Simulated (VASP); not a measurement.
Crystal: Zn4Te3O.

```xyz
8
Lattice="4.0172 0.0000 0.0000 -2.0086 3.4790 0.0000 0.0000 0.0000 10.9795" Properties=species:S:1:pos:R:3 pbc="T T T"
Zn    0.0000    0.0000    1.3925
Zn    0.0000    0.0000    6.8721
Zn    0.0000    0.0000    4.1074
Zn    0.0000    0.0000    9.5871
Te    2.0086    1.1597    5.4898
Te    0.0000    2.3193    2.6719
Te    0.0000    2.3193    8.3076
O     2.0086    1.1597    0.0000
```

The cell was built by a generator and needn't be a form met in nature.

* Program: VASP 6.6.1
* Task: relaxation of cell and atoms
* Functional: PBE
* Potentials or basis: VASP PAW PBE potentials, release 64 (Zn, Te, O)
* Cutoff: 520 eV
* k mesh: 4 × 4 × 2
* Occupations: gaussian, width 0.15 eV
* Spin: no spin polarisation

At the start: pressure 10.4 GPa; volume 19.18 Å³/atom.

Task: Where does the relaxation end?

Result: Over 15 steps the energy falls by 210.5 meV/atom and the volume is 20.55 Å³/atom (+7.1 %); space group P-6m2 (No. 187, to 0.05 Å).

The path:
```
step  energy change (eV)  largest force (eV/Å)  pressure (GPa)  volume (Å³)
   1              0.0000                1.9285           10.36       153.44
   2             -0.8471                0.7540           -2.72       182.64
   3             -0.8754                0.9029           -1.25       177.63
   4             -1.0575                0.7524           -0.99       175.79
   5             -1.4402                0.2985           -0.23       169.96
   6             -0.9339                4.2395            5.68       157.07
   7             -1.5034                0.3755            0.51       167.68
   8             -1.5107                0.5673            0.53       166.70
   9             -1.6333                0.1880           -0.43       167.81
  10             -1.6387                0.3995           -0.82       168.08
  11             -1.6394                0.3476           -0.76       168.01
  12             -1.6712                0.2773            0.22       163.89
  13             -1.6715                0.2910            0.15       164.20
  14             -1.6828                0.1675           -0.15       164.43
  15             -1.6838                0.0669            0.03       164.38
```

Final structure:
```cif
data_structure
_symmetry_space_group_name_H-M 'P 1'
_symmetry_Int_Tables_number 1
_cell_length_a 3.7645
_cell_length_b 3.7645
_cell_length_c 13.3935
_cell_angle_alpha 90.000
_cell_angle_beta 90.000
_cell_angle_gamma 120.000
_cell_volume 164.38
loop_
_atom_site_label
_atom_site_type_symbol
_atom_site_fract_x
_atom_site_fract_y
_atom_site_fract_z
_atom_site_occupancy
Zn1 Zn 0.00000 0.00000 0.09117 1
Zn2 Zn 0.00000 0.00000 0.63724 1
Zn3 Zn 0.00000 0.00000 0.36276 1
Zn4 Zn 0.00000 0.00000 0.90883 1
Te1 Te 0.66667 0.33333 0.50000 1
Te2 Te 0.33333 0.66667 0.22567 1
Te3 Te 0.33333 0.66667 0.77433 1
O1 O 0.66667 0.33333 0.00000 1
```

Caveat: the k mesh is coarse (spacing up to 0.45 Å⁻¹), so the values aren't converged.
